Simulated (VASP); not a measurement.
Consider the following.

```xyz
3
Lattice="0.0000 2.9114 2.9114 2.9114 0.0000 2.9114 2.9114 2.9114 0.0000" Properties=species:S:1:pos:R:3 pbc="T T T"
Al     1.4557     1.4557     1.4557
Al     4.3671     4.3671     4.3671
Au     0.0000     0.0000     0.0000
```

These are LDA (Ceperley-Alder, Perdew-Zunger), VASP's LDA PAW potentials (set 64) (plane waves; VASP) values and carry that method's errors. Run with 500 eV cut-off, 9×9×9 Γ-centred mesh, first-order Methfessel-Paxton smearing of 0.10 eV, potentials Al Au.

Energy and stress use the plane-wave basis of the starting cell.

Task: The ions, cell shape and volume at an external pressure of 20.0 GPa are relaxed. Predict the relaxed structure.

Result: 
```xyz
3
Lattice="0.0000 2.8594 2.8594 2.8594 0.0000 2.8594 2.8594 2.8594 0.0000" Properties=species:S:1:pos:R:3 pbc="T T T"
Al     1.4297     1.4297     1.4297
Al     4.2891     4.2891     4.2891
Au     0.0000     0.0000     0.0000
```
Space group Fm-3m (225), at a tolerance of 0.03 Å.

Task: How do energy and volume change from the first to the last step?

Result: The energy (σ→0) changes by +79.7 meV/atom and the volume by -5.3 %, in 4 ionic steps.

The compound is AuAl2 in the fluorite structure. This run relaxes it under an external pressure of 20 GPa. Symmetry was kept, so distortions that lower it aren't found. The electron count is odd and the run is not spin-polarised, which forces a metal.
